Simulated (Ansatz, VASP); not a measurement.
# SrICl (1T-SrClI bilayer, AA) in two plane-wave programs

One calculation is typed for both programs; each brings its own data sets. How far apart do they land? Of the first pair: The structure shown is the start of the Ansatz relaxation below; VASP solves that cell, so the two are compared at the walk's first step.

Main program and level: Ansatz 0.2.0; plane waves, with VASP 6.6.1 beside it; single point at PBE with D3(BJ).

**1. The structure**

The cell holds 6 atoms: 2 I, 2 Sr and 2 Cl. Its edges and angles: a = 4.265 Å, b = 4.265 Å, c = 44.830 Å, α = 90.0°, β = 90.0°, γ = 120.0°. Vacuum lies along c. The height across the vacuum is the one that the program set for its solve, not the one typed.

As a file:

```cif
data_structure
_symmetry_space_group_name_H-M 'P 1'
_symmetry_Int_Tables_number 1
_cell_length_a 4.2652
_cell_length_b 4.2652
_cell_length_c 44.8299
_cell_angle_alpha 90.000
_cell_angle_beta 90.000
_cell_angle_gamma 120.000
_cell_volume 706.29
loop_
_atom_site_label
_atom_site_type_symbol
_atom_site_fract_x
_atom_site_fract_y
_atom_site_fract_z
_atom_site_occupancy
I1 I 0.66667 0.33333 0.15615 1
I2 I 0.66667 0.33333 0.30911 1
Sr3 Sr 0.00000 0.00000 0.20388 1
Sr4 Sr 0.00000 0.00000 0.35685 1
Cl5 Cl 0.33333 0.66667 0.23773 1
Cl6 Cl 0.33333 0.66667 0.39070 1
```

**2. Ansatz: relaxation, PBE with D3(BJ)**

Ansatz runs on its PAW soft_1 files.

The two programs are compared at the cell with which this relaxation starts, whose forces are those of its first step.

Contents of input.yaml:

```yaml
crystal:
  lattice:
    - [4.265215, 0.0, 0.0]
    - [-2.1326075, 3.6937845426, 0.0]
    - [0.0, 0.0, 24.5149562047]
  atoms:
    - { symbol: I, position: [0.6666666667, 0.3333333333, 0.2855399757] }
    - { symbol: Sr, position: [0.0, 0.0, 0.3728363567] }
    - { symbol: Cl, position: [0.3333333333, 0.6666666667, 0.4347337199] }
    - { symbol: I, position: [0.6666666667, 0.3333333333, 0.5652662801] }
    - { symbol: Sr, position: [0.0, 0.0, 0.6525626612] }
    - { symbol: Cl, position: [0.3333333333, 0.6666666667, 0.7144600243] }
  periodic: [true, true, false]
kpoints:
  mp_grid: { grid: [9, 9, 1] }
hamiltonian:
  xc: pbe
  dispersion: d3bj
  pseudopotentials: { kind: paw, azcp: { folder: soft_1 } }
scf:
  occupations: { method: fermi_dirac, width: 0.05 }
relax:
  f_tol: 0.01
  max_steps: 90
  cell: {}
```

Launch:

```sh
$ ansatz run input.yaml --threads 4 --pin off --max-ram 8192MiB --backend cpu --events-out ev --progress --plain --runs-dir out
```

Numbers of over 12 decimals in the logs are rounded to 6 here.

The log of the run:

```text
Warning: crystal.periodic: the lattice vector that does not repeat stood 0.000° off the slab's normal, 24.515 Å along it as the deck builds it. The run solves the slab on a vector along the normal, 44.830 Å long, with every atom where it was (on the deck's vector they left 14.00 Å outside them, and the widest stretch free of ions among them is 3.20 Å). A fractional position that the run reports is one of the run's ce [...]
crystal.periodic: the lattice vector that does not repeat stood 0.000° off the slab's normal, 24.515 Å along it as the deck builds it. The run solves the slab on a vector along the normal, 44.830 Å long, with every atom where it was (on the deck's vector they left 14.00 Å outside them, and the widest stretch free of ions among them is 3.20 Å). A fractional position that the run reports is one of the run's cell, which [...]
Engine: ansatz 0.2.0, x86_64-unknown-linux-gnu
Pseudopotentials: kind: paw
Pseudopotential: I, paw, valence charge 17, recommended cutoff 420 eV (normal), soft_1/I.paw.azcp
Pseudopotential: Sr, paw, valence charge 10, recommended cutoff 420 eV (normal), soft_1/Sr.paw.azcp
Pseudopotential: Cl, paw, valence charge 7, recommended cutoff 420 eV (normal), soft_1/Cl.paw.azcp
Functional definition: PBE
  parameter kappa = 0.804
  parameter beta = 0.066725
  exchange = pbe_x(kappa = kappa, mu = beta*pi^2/3)
  correlation = pbe_c(beta = beta)
Crystal: 6 atoms, lattice volume = 706.286 Å³
Basis set: ecut = 420 eV, 13751 PW (Γ), exchange–correlation on 60×60×600 points (8 copies of the dense FFT grid, shifted against one another)
Bands: 41, of which v1, the nominal top of the filled ones, is band 34 counted from 1 (33 counted from 0)
Symmetry: 6 space group operations
Space group: P3m1 (ITA 156), of the structure as read, at distance tolerance 8.9e-5 Å
k-points: 12 of 81 (time reversal used)
Non-local potential: I, projectors of the file, l = 0: 2, l = 1: 2, l = 2: 2, l = 3: 1
Non-local potential: Sr, projectors of the file, l = 0: 3, l = 1: 2, l = 2: 2
Non-local potential: Cl, projectors of the file, l = 0: 2, l = 1: 2, l = 2: 1
PAW form: soft (Blöchl's): semilocal exchange-correlation on the pseudo side does not see the compensation charge
PAW one-centre angular grid: I, 590 points (default); XC on 64 Gauss nodes
PAW one-centre angular grid: Sr, 110 points (default); XC on 64 Gauss nodes
PAW one-centre angular grid: Cl, 110 points (default); XC on 64 Gauss nodes
Initial density: superposition of atomic densities (neutral atoms: chi_scale 0, normalization atom)
[...]
Crystal: 6 atoms, lattice volume = 801.061 Å³
Basis set: ecut = 420 eV, 15719 PW (Γ), exchange–correlation on 60×60×600 points (8 copies of the dense FFT grid, shifted against one another)
iter 1 solved again at ethr=4.36e-5 eV; its pass at ethr=3.10e-3 eV (dr2=2.96e-2 eV) is discarded
SCF iter   1: F=—  HF=-24287.105253 eV  |F-HF|=—  |Δ(HF+E_count)|=         —  Δρ=1.49e-3  dr2=2.86e-2  ethr=4.36e-5  ⟨swp⟩=3.3  Hψ=3853  notcnv=0
preconditioner: auto → Resta (q_TF=auto, 1.809 Å⁻¹)  ε∞=1.7  [insulator: Δε(μ)=3.817 eV  Ē_g=8.308 eV  σ=0.050 eV  W_gap=1.00  n_scr=102 (ndim 8)  ℏωp=6.9 eV  f_vac=0.713  D(μ)=0.00/eV (n_scr^D=0)  ε∞_Penn≈1.7  vacuum switching on, ρ_ref=5.0e-3 e/Å³]
SCF iter   2: F=—  HF=-24287.102033 eV  |F-HF|=—  |Δ(HF+E_count)|=   3.22e-3  Δρ=7.32e-4  dr2=4.08e-3  ethr=4.21e-5  ⟨swp⟩=4.7  Hψ=996  notcnv=0  defer=2
SCF iter   3: F=—  HF=-24287.102403 eV  |F-HF|=—  |Δ(HF+E_count)|=   3.70e-4  Δρ=3.63e-4  dr2=1.00e-3  ethr=6.01e-6  ⟨swp⟩=2.8  Hψ=801  notcnv=0  defer=3
SCF iter   4: F=—  HF=-24287.102750 eV  |F-HF|=—  |Δ(HF+E_count)|=   3.46e-4  Δρ=6.65e-5  dr2=7.14e-5  ethr=1.47e-6  ⟨swp⟩=2.6  Hψ=718  notcnv=0  defer=3
SCF iter   5: F=—  HF=-24287.102331 eV  |F-HF|=—  |Δ(HF+E_count)|=   4.19e-4  Δρ=2.53e-5  dr2=3.83e-6  ethr=1.05e-7  ⟨swp⟩=3.0  Hψ=901  notcnv=0  defer=3
SCF iter   6: F=—  HF=-24287.102333 eV  |F-HF|=—  |Δ(HF+E_count)|=   2.55e-6  Δρ=7.13e-6  dr2=1.34e-6  ethr=8.82e-10  ⟨swp⟩=8.3  Hψ=2590  notcnv=0
SCF iter   7: F=-24287.102333 eV  HF=-24287.102333 eV  |F-HF|=6.71e-9  |Δ(HF+E_count)|=   1.78e-8  Δρ=2.12e-6  dr2=7.92e-8  ethr=8.82e-10  ⟨swp⟩=7.0  Hψ=1912  notcnv=0
SCF 4 converged in 7 iterations: F = -24287.102333 eV  dr2 = 7.92e-8
relax step   4: F+E_penalty+E_count = -24287.10233310 eV  Δ(F+E_penalty+E_count) = -9.154e-3 eV  max|allowed force component| = 8.758e-2 eV/Å  Δτ_max = 0.1280 Å  P = +0.207 N/m  Ω = 801.061 Å³  energy of the carried Pulay correction = -9.394e-4 eV  fix = [c, alpha, beta]  reactions: c +0.000 N/m  (7 SCF iters, dr2 threshold 6.00e-7 eV, accepted)
[...]
relax step   5: F+E_penalty+E_count = -24287.10445177 eV  Δ(F+E_penalty+E_count) = -2.119e-3 eV  max|allowed force component| = 5.068e-3 eV/Å  Δτ_max = 0.0247 Å  P = +0.033 N/m  Ω = 801.489 Å³  energy of the carried Pulay correction = -9.434e-4 eV  fix = [c, alpha, beta]  reactions: c +0.000 N/m  (5 SCF iters, dr2 threshold 4.79e-7 eV, accepted)
[...]
relax step   6: F+E_penalty+E_count = -24287.10540350 eV  Δ(F+E_penalty+E_count) = -9.517e-4 eV  max|allowed force component| = 5.478e-3 eV/Å  Δτ_max = 0.0000 Å  P = +0.037 N/m  Ω = 801.489 Å³  fix = [c, alpha, beta]  reactions: c +0.000 N/m  stress off target by 3.67e-2 N/m on what of the cell is left free  SCF on the basis re-selected at this cell (its energy is not comparable with the rows above)  (9 SCF iters)
basis re-selected at this cell: Δ(F+E_penalty+E_count) = -9.517e-4 eV, ΔP = +0.003 N/m vs the last step (what re-selecting the basis moved, of the pressure what is left beyond the Pulay correction that the steps carried, after the strain that the cell walked since its last selection, with what the two solves' SCF thresholds leave and, on support functions, any second-order correction that the steps lacked; it is no measure of the basis error at this ecutwfc). The dense FFT grid was sized anew with the basis: this SCF ran on 32×32×300 points, the steps before it on 30×30×300, so part of this shift can come from that change (see relax.cell in the input reference). [rest of the remark cut]
SCF converged after 9 iterations
Free energy (F): -24287.105403 eV
Harris-Foulkes:  -24287.105403 eV  (|F-HF|=1.82e-9)
Internal energy: -24287.105403 eV  (E = F + TS)
E sigma→0 (E₀):  -24287.105403 eV
Fermi energy:    -4.407421 eV
--- Per-component energies (eV) ---
  E_band       = -1763.760245
  E_kinetic    = 1090.705521
  E_local      = -176297.140606  (includes V_loc(G=0)·N_el)
  E_nonlocal   = 760.921291
  E_hartree    = 87100.886807
  E_xc         = -783.272167
  E_vxc        = -768.587463  (∫ρ·V_xc dr)
  E_paw        = -16268.361801  (= ΣΔE_a)
  E_vpaw       = -751.427664  (= ΣTr[D̂ρ^β])
  E_aug_tail   = -0.004776  (compensation charges beyond the density's cutoff)
  E_ewald      = 80110.338731
  E_disp       = -1.178404  (pairwise vdW)
  E_smearing   = -0.000000  (= −TS)
  E_closure    = 0.000000  (closes the sum)
  Σ components = -24287.105403   (vs F -24287.105403, Δ=0.00e0)
--- Forces (eV/Å), atoms counted from 1 ---
  atom   1  I      0.00000000     0.00000000     0.00146148
  atom   2  Sr    -0.00000000    -0.00000000    -0.00306040
  atom   3  Cl    -0.00000000    -0.00000000     0.00198792
  atom   4  I      0.00000000     0.00000000     0.00090534
  atom   5  Sr    -0.00000000    -0.00000000    -0.00547846
  atom   6  Cl    -0.00000000    -0.00000000     0.00418401
  max |Σ_I F_I| component: 1.09e-7 eV/Å
--- 2D stress c σ (N/m, compression-positive) ---
        0.036689       0.000000       0.000000
       -0.000000       0.036689      -0.000000
        0.000000      -0.000000       0.000000
  P = ½ c Tr σ = 0.0367 N/m
--- Relaxed structure (5 steps of the walk, 5 accepted, 1 SCFs on fresh bases) ---
  F+E_penalty+E_count = -24287.10540350 eV   max|allowed force component| = 5.478e-3 eV/Å   (the final SCF, on the basis selected at the relaxed cell)
  cell:  # Å, volume = 801.4886 Å³
    - [4.543593, 0.0, 0]
    - [-2.271796, 3.934867, 0]
    - [0, 0, 44.829912]
  atoms:
    - { symbol: I, position: [0.666667, 0.333333, 0.167326] }
    - { symbol: Sr, position: [0, 0, 0.210426] }
    - { symbol: Cl, position: [0.333333, 0.666667, 0.239273] }
    - { symbol: I, position: [0.666667, 0.333333, 0.307379] }
    - { symbol: Sr, position: [0, 0, 0.350396] }
    - { symbol: Cl, position: [0.333333, 0.666667, 0.379621] }
```

**3. VASP: single point, PBE with D3(BJ), start cell, pair 1**

The same cell, functional, mesh and smearing now go to VASP, with its own data sets.

Lines of VASP's logs that name or quote its potential files are left out, and so is its time.

Contents of INCAR:

```
SYSTEM = SrICl
PREC = Accurate
ENCUT = 400
EDIFF = 1E-06
NELM = 120
ISMEAR = -1
SIGMA = 0.05
LREAL = .FALSE.
ALGO = Normal
GGA = PE
IVDW = 12
NBANDS = 30
LORBIT = 11
LWAVE = .FALSE.
LCHARG = .FALSE.
ISIF = 2
LDIPOL = .TRUE.
IDIPOL = 3
DIPOL = 0.5 0.5 0.276
LVHAR = .TRUE.
LASPH = .TRUE.
GGA_COMPAT = .FALSE.
EFERMI = MIDGAP
NELMDL = -8
KPAR = 2
```

Contents of POSCAR:

```
SrICl
1.0
    4.2652150000      0.0000000000      0.0000000000
   -2.1326070000      3.6937850000      0.0000000000
    0.0000000000      0.0000000000     44.8299120000
I Sr Cl
2 2 2
Direct
    0.6666665555      0.3333334236      0.1561457448
    0.6666665555      0.3333334236      0.3091123177
    0.0000000000      0.0000000000      0.2038832242
    0.0000000000      0.0000000000      0.3568497971
    0.3333332101      0.6666665764      0.2377314058
    0.3333332101      0.6666665764      0.3906979786
```

Contents of KPOINTS:

```
Automatic mesh
0
Gamma
9 9 1
0 0 0
```

The projector-augmented-wave data sets are I, Sr_sv and Cl (PBE family, release 64).

Launch:

```sh
$ mpirun -np 2 vasp_std
```

The log of the run:

```text
[banner, memory and clock lines left out]
running    2 mpi-ranks, on    1 nodes
 distrk:  each k-point on    1 cores,    2 groups
 distr:  one band on    1 cores,    1 groups

 POSCAR found type information on POSCAR I SrCl
 POSCAR found :  3 types and       6 ions
 LDA part: xc-table for (Slater+PW92), standard interpolation
 POSCAR, INCAR and KPOINTS ok, starting setup
 FFT: planning ... GRIDC
 FFT: planning ... GRID_SOFT
 FFT: planning ... GRID
 WAVECAR not read
 entering main loop
       N       E                     dE             d eps       ncg     rms          rms(c)
DAV:   1     0.384838274725E+03    0.38484E+03   -0.15774E+04   864   0.941E+02
DAV:   2     0.402225367347E+02   -0.34462E+03   -0.33795E+03  1024   0.227E+02
DAV:   3    -0.198323301219E+02   -0.60055E+02   -0.59776E+02  1046   0.902E+01
DAV:   4    -0.222119012034E+02   -0.23796E+01   -0.23725E+01   868   0.219E+01
DAV:   5    -0.224267278868E+02   -0.21483E+00   -0.21474E+00  1328   0.501E+00
DAV:   6    -0.224279756280E+02   -0.12477E-02   -0.12476E-02   936   0.500E-01
DAV:   7    -0.224280310194E+02   -0.55391E-04   -0.55389E-04  1144   0.822E-02
DAV:   8    -0.224280322488E+02   -0.12294E-05   -0.12288E-05  1040   0.144E-02    0.242E+01
DAV:   9    -0.220003692535E+02    0.42766E+00   -0.95550E-01   840   0.425E+00    0.145E+01
DAV:  10    -0.220146583762E+02   -0.14289E-01   -0.94897E-01   858   0.454E+00    0.152E+00
DAV:  11    -0.220051863202E+02    0.94721E-02   -0.13677E-01   858   0.164E+00    0.839E-01
DAV:  12    -0.220066699439E+02   -0.14836E-02   -0.10318E-02   944   0.457E-01    0.446E-01
DAV:  13    -0.220071645034E+02   -0.49456E-03   -0.16067E-03  1016   0.203E-01    0.168E-01
DAV:  14    -0.220073220732E+02   -0.15757E-03   -0.77286E-04   912   0.149E-01    0.596E-02
[...]
DAV:  20    -0.220079440079E+02   -0.49261E-04   -0.18602E-06   762   0.475E-03    0.255E-03
DAV:  21    -0.220080211759E+02   -0.77168E-04   -0.49806E-06   756   0.609E-03    0.204E-03
DAV:  22    -0.220080373683E+02   -0.16192E-04   -0.16082E-07   570   0.167E-03    0.114E-03
DAV:  23    -0.220080720735E+02   -0.34705E-04   -0.43235E-07   602   0.188E-03    0.113E-03
DAV:  24    -0.220080835415E+02   -0.11468E-04   -0.16639E-07   570   0.116E-03    0.482E-04
DAV:  25    -0.220080941980E+02   -0.10657E-04   -0.14556E-07   540   0.108E-03    0.318E-04
DAV:  26    -0.220080984269E+02   -0.42289E-05   -0.95910E-08   552   0.734E-04    0.195E-04
DAV:  27    -0.220080993308E+02   -0.90389E-06   -0.10392E-08   552   0.407E-04
   1 F= -.23264187E+02 E0= -.23264187E+02  d E =-.204906E-13
```

OUTCAR, selected parts (step 3):

```text
ion  position               nearest neighbor table
   1  0.667  0.333  0.156-   3 3.26   3 3.26   3 3.26
   2  0.667  0.333  0.309-   4 3.26   4 3.26   4 3.26
   3  0.000  0.000  0.204-   5 2.89   5 2.89   5 2.89   1 3.26   1 3.26   1 3.26
   4  0.000  0.000  0.357-   6 2.89   6 2.89   6 2.89   2 3.26   2 3.26   2 3.26
   5  0.333  0.667  0.238-   3 2.89   3 2.89   3 2.89
   6  0.333  0.667  0.391-   4 2.89   4 2.89   4 2.89

  LATTYP: Found a hexagonal cell.
 ALAT       =     4.2652150000
 C/A-ratio  =    10.5105866879

 Subroutine GETGRP returns: Found  6 space group operations
 (whereof  6 operations were pure point group operations)

The static configuration has the point symmetry C_3v.

 Found     12 irreducible k-points:

   k-points           NKPTS =     12   k-points in BZ     NKDIM =     12   number of bands    NBANDS=     30

   dimension x,y,z NGX =    28 NGY =   28 NGZ =  294
   dimension x,y,z NGXF=    56 NGYF=   56 NGZF=  588

   ENCUT  =  400.0 eV  29.40 Ry    5.42 a.u.   6.96  6.96 73.11*2*pi/ulx,y,z

   NELECT =      48.0000    total number of electrons

 k-points in reciprocal lattice and weights: Automatic mesh
   0.00000000  0.00000000  0.00000000       0.012
   0.11111111  0.00000000  0.00000000       0.074
   0.22222222  0.00000000  0.00000000       0.074
   0.33333333  0.00000000  0.00000000       0.074
   0.44444444  0.00000000  0.00000000       0.074
   0.11111111  0.11111111  0.00000000       0.074
   0.22222222  0.11111111  0.00000000       0.148
   0.33333333  0.11111111  0.00000000       0.148
   0.44444444  0.11111111  0.00000000       0.074
   0.22222222  0.22222222  0.00000000       0.074
   0.33333333  0.22222222  0.00000000       0.148
   0.33333333  0.33333333  0.00000000       0.025

 dipolmoment           0.000000      0.000000     -0.082143 electrons x Angstroem

 average (electrostatic) potential at core
       1 -97.9870       2 -98.4652       3 -43.8790       4 -44.3445       5 -98.6182
       6 -99.0772

 E-fermi :  -2.1837

 k-point     1 :       0.0000    0.0000    0.0000
  band No.  band energies     occupation
    ...
     20      -4.9751      2.00000
     21      -4.1981      2.00000
     22      -4.1981      2.00000
     23      -3.7127      2.00000
     24      -3.7127      2.00000
     25      -0.2805      0.00000
     26       0.4539      0.00000
     27       0.5404      0.00000
     28       0.7303      0.00000
     29       0.7303      0.00000
    ...

 k-point     2 :       0.1111    0.0000    0.0000
  band No.  band energies     occupation
    ...
     20      -4.9695      2.00000
     21      -4.5149      2.00000
     22      -4.2665      2.00000
     23      -4.0361      2.00000
     24      -3.7816      2.00000
     25      -0.1101      0.00000
     26       0.4580      0.00000
     27       0.5390      0.00000
     28       0.7384      0.00000
     29       0.8880      0.00000
    ...

 k-point     3 :       0.2222    0.0000    0.0000
  band No.  band energies     occupation
    ...
     20      -5.1660      2.00000
     21      -4.9579      2.00000
     22      -4.6611      2.00000
     23      -4.4240      2.00000
     24      -3.9407      2.00000
     25      -0.1240      0.00000
     26       0.3346      0.00000
     27       0.5313      0.00000
     28       0.9222      0.00000
     29       1.0899      0.00000
    ...

 Edisp (eV)   -1.25609

  Total       2.57264     2.57264    -1.96108     0.00000     0.00000     0.00000
  in kB       5.83592     5.83592    -4.44861     0.00000     0.00000     0.00000
  external pressure =        2.41 kB  Pullay stress =        0.00 kB

  energy-cutoff  :      400.00
  volume of cell :      706.29
      direct lattice vectors                 reciprocal lattice vectors
     4.265215000  0.000000000  0.000000000     0.234454770  0.135362476  0.000000000
    -2.132607000  3.693785000  0.000000000     0.000000000  0.270725015  0.000000000
     0.000000000  0.000000000 44.829912000     0.000000000  0.000000000  0.022306535

 POSITION                                       TOTAL-FORCE (eV/Angst)
 -----------------------------------------------------------------------------------
      2.13261      1.23126      7.00000        -0.000000     -0.000000      0.312553
      2.13261      1.23126     13.85748         0.000000      0.000000      0.311601
      0.00000      0.00000      9.14007         0.000000     -0.000000     -0.127041
      0.00000      0.00000     15.99755         0.000000     -0.000000     -0.185816
      0.00000      2.46252     10.65748        -0.000000     -0.000000     -0.171149
      0.00000      2.46252     17.51496        -0.000000     -0.000000     -0.140148
 -----------------------------------------------------------------------------------
    total drift:                                0.001373      0.000299     -0.001012

  FREE ENERGIE OF THE ION-ELECTRON SYSTEM (eV)
  ---------------------------------------------------
  free  energy   TOTEN  =       -23.2641869646 eV

  energy  without entropy=      -23.2641869646  energy(sigma->0) =      -23.26418696

 vacuum level on the upper side and lower side of the slab         1.855         2.799

 total charge
# of ion       s       p       d       tot
------------------------------------------
    1        1.504   2.832   0.008   4.343
    2        1.504   2.832   0.009   4.345
    3        2.008   5.777   0.193   7.978
    4        2.008   5.777   0.193   7.978
    5        1.595   3.564   0.000   5.159
    6        1.594   3.565   0.000   5.159
--------------------------------------------------
tot         10.213  24.347   0.402  34.962

[... 3 further parts left out ...]
```

**4. Comparison**

Known differences besides the potentials themselves: Ansatz cuts the interaction across the vacuum, VASP repeats the sheet with a dipole correction; the data sets hold 68 valence electrons in Ansatz (on its PAW soft_1 files) and 48 in VASP; the cutoff is 420 eV in Ansatz and 400 eV in VASP. Total energies have different zeros and are not compared.

Forces (eV/Å; atoms numbered as in POSCAR):

```
atom        Ansatz x, y, z          VASP x, y, z
  I1   0.000, 0.000, 0.331   0.000, 0.000, 0.313
  I2   0.000, 0.000, 0.330   0.000, 0.000, 0.312
 Sr3  0.000, 0.000, -0.124  0.000, 0.000, -0.127
 Sr4  0.000, 0.000, -0.183  0.000, 0.000, -0.186
 Cl5  0.000, 0.000, -0.193  0.000, 0.000, -0.171
 Cl6  0.000, 0.000, -0.162  0.000, 0.000, -0.140
```

The forces differ by 9.5 meV/Å r.m.s., which is 7.4 % of the r.m.s. force of 0.128 eV/Å (both taken over all components). With vacuum in the cell, a pressure given here is an average over mostly empty space and none of the material.

[end of part 1 of 2]

[Lines on the potential files, build, host, timing and source positions are cut from VASP's logs without a mark.]

[Logs are printed without paths, hosts, clocks, repeated set-up lines and the standing remarks that a program may print on its own settings, such as how far it seeks lower states.]

[Hosts, paths, dates, database ids (printed as entryN), source tags and the programs' standing remarks are cut or masked in the printed files.]
